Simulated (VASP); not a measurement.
Here is the system:

```
CELL_PARAMETERS angstrom
     -1.63358     1.63358     1.63358
      1.63358    -1.63358     1.63358
      1.63358     1.63358    -1.63358
ATOMIC_POSITIONS crystal
  Nb 0.00000 0.00000 0.00000
```

Level of theory: AM05 GGA, VASP's PBE PAW potentials (set 64) (plane waves; VASP). Numerical set-up: 520 eV cut-off, 16×16×16 Γ-centred mesh, first-order Methfessel-Paxton smearing of 0.10 eV, potentials Nb_sv.

What does the run give for the energy per atom (σ→0), band gap (on the k-mesh) with the smallest direct gap where there is one?

```yaml
band gap (on the k-mesh): none (metal, semimetal or under 0.01 eV)
energy per atom (σ→0): -10.711 eV/atom
```

Only differences to runs with the same potentials and settings are physical.

The compound is Nb in the bcc structure. It was relaxed first.
